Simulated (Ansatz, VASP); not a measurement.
**Be2Sn: VASP beside Ansatz**

```xyz
3
Lattice="0.0000 3.0205 3.0205 3.0205 0.0000 3.0205 3.0205 3.0205 0.0000" Properties=species:S:1:pos:R:3 pbc="T T T"
Be    1.5102    1.5102    1.5102
Be    4.5307    4.5307    4.5307
Sn    0.0000    0.0000    0.0000
```

Change from the starting cell: species swapped into the Mg2Si type (Fm-3m, No. 225).

Alike in both runs: task relaxation of cell and atoms; functional PBE; k mesh 6 × 6 × 6; occupations gaussian, width 0.1 eV; no spin polarisation.

|  | VASP | Ansatz |
| --- | --- | --- |
| version | VASP 6.6.1 | Ansatz 0.2.0 |
| potentials or method | VASP PAW PBE potentials, release 64 (Be, Sn_d) | scalar-relativistic, plane waves, PAW |
| plane-wave cutoff (eV) | 600 | 420 |
| valence electrons in the cell | 18 | 18 |

Ansatz gave:

* gap on the k mesh at the Fermi level, each at its own relaxed structure (eV): none
* relaxed volume (Å³/atom): 16.35
* relaxed cell length with the largest relative difference (Å): 4.109
* energy change over the relaxation (meV/atom): -47

Question: Estimate VASP's values.

Answer: gap on the k mesh at the Fermi level, each at its own relaxed structure (eV): none; relaxed volume (Å³/atom): 16.40; relaxed cell length with the largest relative difference (Å): 4.113; energy change over the relaxation (meV/atom): -47.

A gap of «none» marks a metal or a gap that the smearing closes.
